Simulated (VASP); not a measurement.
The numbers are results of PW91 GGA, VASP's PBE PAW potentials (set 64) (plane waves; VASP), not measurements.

VASP ran on this input.

**INCAR**
```
SYSTEM = Dy
PREC = Accurate
ENCUT = 520
EDIFF = 1E-7
NELM = 100
ALGO = Normal
LREAL = .FALSE.
LASPH = .TRUE.
ISMEAR = -5
GGA = 91
LMAXMIX = 6
LWAVE = .FALSE.
LCHARG = .TRUE.
LORBIT = 11
NEDOS = 601
ISIF = 2
```

### POSCAR
```
Dy
1
    1.8107223437    -3.1362628929     0.0000000000
    1.8107223437     3.1362628929     0.0000000000
   -0.0000000000    -0.0000000000     5.5824564178
Dy
2
Direct
  0.3333330000   0.6666670000   0.2500000000
  0.6666670000   0.3333330000   0.7500000000
```

### KPOINTS
```
Automatic mesh
0
Gamma
13 13 8
0 0 0
```

POTCAR, in this order: Dy_3 (PBE.64 set). Program: vasp_std.

The 4f electrons are frozen in the core of the lanthanide potential, so 4f levels, which can set the real gap, and their magnetism are missing.

**Question.** Predict the energy per atom (σ→0), band gap (on the k-mesh).

**Answer.** 
- energy per atom (σ→0): -4.547 eV/atom
- band gap (on the k-mesh): none (metal, semimetal or under 0.01 eV)

### OSZICAR
```
...
DAV:   7    -0.909527852044E+01   -0.93582E-02   -0.52985E-02  4070   0.218E+00    0.272E-01
DAV:   8    -0.909489487893E+01    0.38364E-03   -0.32378E-03  3460   0.467E-01    0.648E-02
DAV:   9    -0.909491450304E+01   -0.19624E-04   -0.24454E-04  3442   0.145E-01    0.340E-02
DAV:  10    -0.909491049881E+01    0.40042E-05   -0.46936E-05  3624   0.553E-02    0.453E-02
DAV:  11    -0.909491027221E+01    0.22660E-06   -0.69094E-06  3225   0.214E-02    0.142E-03
DAV:  12    -0.909491049997E+01   -0.22776E-06   -0.64152E-07  3441   0.744E-03    0.433E-03
DAV:  13    -0.909491045235E+01    0.47618E-07   -0.92818E-08  1885   0.266E-03
   1 F= -.90949105E+01 E0= -.90949105E+01  d E =0.000000E+00
```

The compound is Dy in the hcp structure. It was relaxed first.
